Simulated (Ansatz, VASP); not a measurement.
**Two plane-wave programs on Al5Cl**

```
CELL_PARAMETERS angstrom
3.00737 0.00000 0.00000
0.00000 3.00737 0.00000
0.00000 0.00000 11.74300
ATOMIC_POSITIONS crystal
Al 0.50000 0.50000 0.33719
Al 0.50000 0.50000 0.66281
Al 0.00000 0.00000 0.17837
Al 0.00000 0.00000 0.82163
Al 0.00000 0.00000 0.50000
Cl 0.50000 0.50000 0.00000
```

Change from the starting cell: species swapped into the Hf5Pb type (P4/mmm, No. 123).

Alike in both runs: functional PBE; k mesh 12 × 12 × 4; occupations gaussian, width 0.1 eV; no spin polarisation.

Ansatz relaxed the structure, and its values are those at the end. VASP's run is a single point on that final structure, the one shown.

```csv
,VASP,Ansatz
version,VASP 6.6.1,Ansatz 0.2.0
potentials or method,"VASP PAW PBE potentials, release 64 (Al, Cl)","scalar-relativistic, plane waves, PAW"
plane-wave cutoff (eV),520,420
valence electrons in the cell,22,22
```

```csv
,VASP,Ansatz,Ansatz less VASP
gap on the k mesh at the Fermi level (eV),none,none,-
pressure (GPa),0.0,0.0,+0.03
```

A gap of «none» marks a metal or a gap that the smearing closes. With one functional, cell and mesh, what is left measures potentials, basis and numerics.
